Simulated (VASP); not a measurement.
A VASP calculation is set up with these files.

### KPOINTS
```
Automatic mesh
0
Gamma
5 5 3
0 0 0
```

POSCAR:
```
MgI2
1.0
  2.0816400000  -3.6055060000   0.0000000000
  2.0816400000   3.6055060000   0.0000000000
  0.0000000000   0.0000000000   6.8819520000
Mg I
1 2
direct
  0.0000000000   0.0000000000   0.0000000000
  0.3333330000   0.6666670000   0.2420000000
  0.6666670000   0.3333330000   0.7580000000
```

### INCAR
```
SYSTEM = MgI2
PREC = Accurate
ENCUT = 300
EDIFF = 1E-6
NELM = 100
ALGO = Normal
LREAL = .FALSE.
LASPH = .TRUE.
ISMEAR = -1
SIGMA = 0.01
GGA = PE
LMAXMIX = 4
LWAVE = .FALSE.
LCHARG = .FALSE.
ISIF = 2
```

POTCAR, in this order: Mg I (PBE.64 set). Program: vasp_std.

Problem. Translate this PBE calculation to Ansatz.

Solution. One equivalent input (not run):
Ansatz 0.2 input:
```yaml
crystal:
  lattice:
    - [2.0816400, -3.6055060, 0.0000000]
    - [2.0816400, 3.6055060, 0.0000000]
    - [0.0000000, 0.0000000, 6.8819520]
  atoms:
    - { symbol: Mg, position: [0.0000000, 0.0000000, 0.0000000] }
    - { symbol: I, position: [0.3333330, 0.6666670, 0.2420000] }
    - { symbol: I, position: [0.6666670, 0.3333330, 0.7580000] }
kpoints:
  mp_grid: { grid: [5, 5, 3] }
hamiltonian:
  xc: pbe
  pseudopotentials: { kind: paw }
scf:
  occupations: { method: fermi_dirac, width: 0.01 }
  max_iter: 100
output: { forces: true, stress: true, eigenvalues: true }
```
The two are equivalent in intent, not identical: each code has its own PAW files, so the cut-off isn't converted (ENCUT is set for VASP's; basis.ecutwfc is left out, and Ansatz then takes the one that its files recommend); Ansatz stops its SCF on the density residual and VASP on the energy change (EDIFF).

The structure is a typed MgI2 crystal (P-3m1). The cell was not relaxed at this level.
